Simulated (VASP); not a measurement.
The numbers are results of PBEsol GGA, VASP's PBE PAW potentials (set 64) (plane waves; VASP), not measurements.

The input files of a VASP run:

**POSCAR**
```
HfB
1
    4.0542819729     0.0000000000     0.0000000000
   -2.0271409865     3.5111108125     0.0000000000
    0.0000000000    -0.0000000000     4.7107645161
Hf B
2 2
Direct
  0.3333330000   0.6666670000   0.9375012224
  0.6666670000   0.3333330000   0.4375012224
  0.3333330000   0.6666670000   0.4374987776
  0.6666670000   0.3333330000   0.9374987776
```

File KPOINTS:
```
Automatic mesh
0
Gamma
10 10 7
0 0 0
```

INCAR:
```
ALGO  =  Normal
EDIFF  =  1E-7
ENCUT  =  520
GGA  =  PS
ISIF  =  2
ISMEAR  =  -5
LASPH  =  T
LCHARG  =  T
LEFG  =  T
LMAXMIX  =  6
LORBIT  =  11
LREAL  =  F
LWAVE  =  F
NEDOS  =  601
NELM  =  100
PREC  =  Accurate
SYSTEM  =  HfB
```

POTCAR, in this order: Hf_pv B (PBE.64 set). Program: vasp_std.

What VASP printed:

File OUTCAR:
```
 ion  position               nearest neighbor table
   1  0.333  0.667  0.938-   4 2.34   4 2.34   4 2.34   3 2.36   3 2.36   2 3.32   2 3.32   2 3.32
                             2 3.32   2 3.32   2 3.32
   2  0.667  0.333  0.438-   3 2.34   3 2.34   3 2.34   4 2.36   4 2.36   1 3.32   1 3.32   1 3.32
                             1 3.32   1 3.32   1 3.32
   3  0.333  0.667  0.437-   2 2.34   2 2.34   2 2.34   1 2.36   1 2.36
   4  0.667  0.333  0.937-   1 2.34   1 2.34   1 2.34   2 2.36   2 2.36
  LATTYP: Found a hexagonal cell.
 ALAT       =     4.0542819729
 C/A-ratio  =     1.1619232573
 Subroutine PRICEL returns:
 Original cell was already a primitive cell.
 Subroutine GETGRP returns: Found 24 space group operations
The static configuration has the point symmetry C_3v.
 The point group associated with its full space group is D_6h.
The dynamic configuration has the point symmetry C_3v.
 Subroutine INISYM returns: Found 24 space group operations
 Subroutine IBZKPT returns following result:
 Found     56 irreducible k-points:

 Following reciprocal coordinates:
            Coordinates               Weight
  0.000000  0.000000  0.000000      1.000000
  0.100000 -0.000000  0.000000      6.000000
  0.200000 -0.000000  0.000000      6.000000
...
```

**OSZICAR**
```
       N       E                     dE             d eps       ncg     rms          rms(c)
DAV:   1     0.801587697184E+02    0.80159E+02   -0.14416E+04  1904   0.142E+03
DAV:   2    -0.346301718653E+02   -0.11479E+03   -0.11343E+03  2463   0.304E+02
DAV:   3    -0.385060633595E+02   -0.38759E+01   -0.37846E+01  2610   0.411E+01
DAV:   4    -0.385468354431E+02   -0.40772E-01   -0.40751E-01  2431   0.499E+00
DAV:   5    -0.385473535463E+02   -0.51810E-03   -0.51726E-03  2520   0.501E-01    0.782E+01
DAV:   6    -0.343671173081E+02    0.41802E+01   -0.16850E+01  2059   0.180E+01    0.487E+01
DAV:   7    -0.343222903714E+02    0.44827E-01   -0.27646E+00  2432   0.853E+00    0.101E+01
DAV:   8    -0.342450615238E+02    0.77229E-01   -0.56441E-01  2073   0.344E+00    0.813E-01
DAV:   9    -0.342447342745E+02    0.32725E-03   -0.13269E-02  2367   0.757E-01    0.433E-01
DAV:  10    -0.342447961977E+02   -0.61923E-04   -0.62432E-04  2455   0.164E-01    0.301E-01
DAV:  11    -0.342447582644E+02    0.37933E-04   -0.84955E-05  2367   0.547E-02    0.538E-02
DAV:  12    -0.342447539105E+02    0.43538E-05   -0.48955E-06  2426   0.158E-02    0.472E-02
DAV:  13    -0.342447527249E+02    0.11856E-05   -0.45098E-07  2347   0.456E-03    0.241E-03
DAV:  14    -0.342447526082E+02    0.11675E-06   -0.10050E-08  1152   0.666E-04    0.947E-04
DAV:  15    -0.342447525731E+02    0.35060E-07   -0.31550E-09  1084   0.368E-04
   1 F= -.34244753E+02 E0= -.34244753E+02  d E =0.000000E+00
```

### OUTCAR
```
------------------------ aborting loop because EDIFF is reached ----------------------------------------
  FORCE on cell =-STRESS in cart. coord.  units (eV):
  Direction    XX          YY          ZZ          XY          YZ          ZX
  --------------------------------------------------------------------------------------
  Total        0.1177596      0.1177596     -0.0882784     -0.0000000     -0.0000000      0.0000000
  in kB        2.8135653      2.8135647     -2.1091880     -0.0000000     -0.0000000      0.0000000
  external PRESSURE =       1.1726473 kB  Pullay stress =       0.0000000 kB
  volume of cell :       67.06
      direct lattice vectors                 reciprocal lattice vectors
     4.054281973  0.000000000  0.000000000     0.246652800  0.142405075  0.000000000
    -2.027140987  3.511110813  0.000000000     0.000000000  0.284810151  0.000000000
     0.000000000  0.000000000  4.710764516     0.000000000  0.000000000  0.212279768
 POSITION                                       TOTAL-FORCE (eV/Angst)
 -----------------------------------------------------------------------------------
     -0.00000      2.34074      4.41635         0.000000      0.000000      0.000000
      2.02714      1.17037      2.06097        -0.000000      0.000000      0.000000
     -0.00000      2.34074      2.06095         0.000000     -0.000000     -0.000000
      2.02714      1.17037      4.41634        -0.000000      0.000000      0.000000
 -----------------------------------------------------------------------------------
    total drift:                               -0.000763      0.000441      0.001098
  FREE ENERGIE OF THE ION-ELECTRON SYSTEM (eV)
  ---------------------------------------------------
  free  energy   TOTEN  =       -34.2447525731 eV

  energy  without entropy=      -34.2447525731  energy(sigma->0) =      -34.24475257

 total charge

# of ion       s       p       d       tot
------------------------------------------
    1        0.352   6.518   1.615   8.485
    2        0.352   6.518   1.615   8.485
    3        0.767   1.089   0.000   1.856
    4        0.767   1.089   0.000   1.856
--------------------------------------------------
tot          2.238  15.213   3.230  20.681
```
(Selected blocks of OUTCAR.)

**OUTCAR**
```
 val. band max:        2.8129546016   @ k =   0.3000   0.2000   0.0000

 cond. band min:       2.6983472454   @ k =   0.4000   0.2000   0.0000


 Fermi energy:         2.7512112743

 k-point     1 :       0.0000    0.0000    0.0000
  band No.  band energies     occupation
      1     -26.7789      2.00000
      2     -26.6954      2.00000
      3     -26.6954      2.00000
      4     -26.5382      2.00000
      5     -26.5382      2.00000
      6     -26.3752      2.00000
      7      -5.5119      2.00000
      8      -2.8499      2.00000
      9       1.8293      2.00000
     10       1.8293      2.00000
     11       1.9166      2.00000
     12       1.9166      2.00000
     13       2.4155      2.00000
     14       4.4481      0.00000
     15       4.4481      0.00000
     16       5.9276      0.00000
     17       6.6494      0.00000

 k-point     2 :       0.1000   -0.0000    0.0000
  band No.  band energies     occupation
      1     -26.7698      2.00000
      2     -26.6999      2.00000
      3     -26.6988      2.00000
      4     -26.5462      2.00000
      5     -26.5368      2.00000
      6     -26.3836      2.00000
      7      -5.3872      2.00000
      8      -2.7951      2.00000
      9       1.6199      2.00000
     10       1.9014      2.00000
     11       1.9022      2.00000
     12       2.0800      2.00000
     13       2.3838      2.00000
     14       4.1822      0.00000
     15       4.3333      0.00000
     16       6.2240      0.00000
     17       6.8856      0.00000

 k-point     3 :       0.2000   -0.0000    0.0000
  band No.  band energies     occupation
      1     -26.7439      2.00000
      2     -26.7112      2.00000
      3     -26.7077      2.00000
      4     -26.5670      2.00000
      5     -26.5335      2.00000
      6     -26.4079      2.00000
      7      -5.0342      2.00000
      8      -2.6693      2.00000
      9       1.2007      2.00000
     10       1.8824      2.00000
     11       2.1407      2.00000
...
```

For a metal the tetrahedron method with Blöchl corrections gives inexact stress and forces. Unless said otherwise, spin-orbit coupling is left out, though it shifts the bands of the heavy elements here.

The structure was generated: HfB was put into the wurtzite type (P6_3mc), which need not be its known phase. It was relaxed first, which changed the volume by -37 %. The relaxed cell has space group P6_3/mmc.
